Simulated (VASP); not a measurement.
These are PBE GGA + U (Dudarev), VASP's PBE PAW potentials (set 64) (plane waves; VASP) values and carry that method's errors.

The input files of a VASP run:

INCAR:
```
SYSTEM = TiC
PREC = Accurate; ENCUT = 520; LREAL = F
LASPH = T
EDIFF = 1E-6; NELM = 100; ALGO = Normal
LMAXMIX = 2
ISMEAR = 1; SIGMA = 0.1
GGA = PE
LDAUL = 2 -1
LDAUU = 5.0 0
LDAUJ = 0 0
LDAU = T; LDAUTYPE = 2; LDAUPRINT = 1
ISIF = 2
LWAVE = F; LCHARG = F; LORBIT = 10
```

File KPOINTS:
```
Automatic mesh
0
Gamma
13 13 13
0 0 0
```

### POSCAR
```
TiC
1
    0.0000000000     2.2083000000     2.2083000000
    2.2083000000     0.0000000000     2.2083000000
    2.2083000000     2.2083000000     0.0000000000
Ti C
1 1
Direct
  0.0000000000   0.0000000000   0.0000000000
  0.5000000000   0.5000000000   0.5000000000
```

POTCAR, in this order: Ti_sv C (PBE.64 set). Program: vasp_std.

**Question.** What does the run give for the energy per atom (σ→0), band gap (on the k-mesh)?

**Answer.** 
```yaml
energy per atom (σ→0): -7.540 eV/atom
band gap (on the k-mesh): none (metal, semimetal or under 0.01 eV)
```

OSZICAR:
```
...
DAV:   8    -0.150769254696E+02    0.44257E-01   -0.19954E-01  2204   0.625E+00    0.177E+00
DAV:   9    -0.150945863293E+02   -0.17661E-01   -0.15181E-01  2276   0.442E+00    0.127E+00
DAV:  10    -0.150823781362E+02    0.12208E-01   -0.28837E-02  2344   0.272E+00    0.536E-01
DAV:  11    -0.150804766568E+02    0.19015E-02   -0.11613E-02  2476   0.148E+00    0.111E-01
DAV:  12    -0.150803740491E+02    0.10261E-03   -0.55427E-04  2336   0.393E-01    0.532E-02
DAV:  13    -0.150803438595E+02    0.30190E-04   -0.13049E-04  2512   0.179E-01    0.131E-02
DAV:  14    -0.150803436501E+02    0.20942E-06   -0.46946E-06  2408   0.300E-02
   1 F= -.15080344E+02 E0= -.15080242E+02  d E =-.303908E-03
```

The compound is TiC in the rock salt structure. The cell was not relaxed at this level. The run is one of a series of settings (LDAU = .TRUE., LDAUJ = 0 0, LDAUL = 2 -1, LDAUTYPE = 2, LDAUU = 5.0 0, LMAXMIX = 2 against the base run), some of them coarse on purpose.
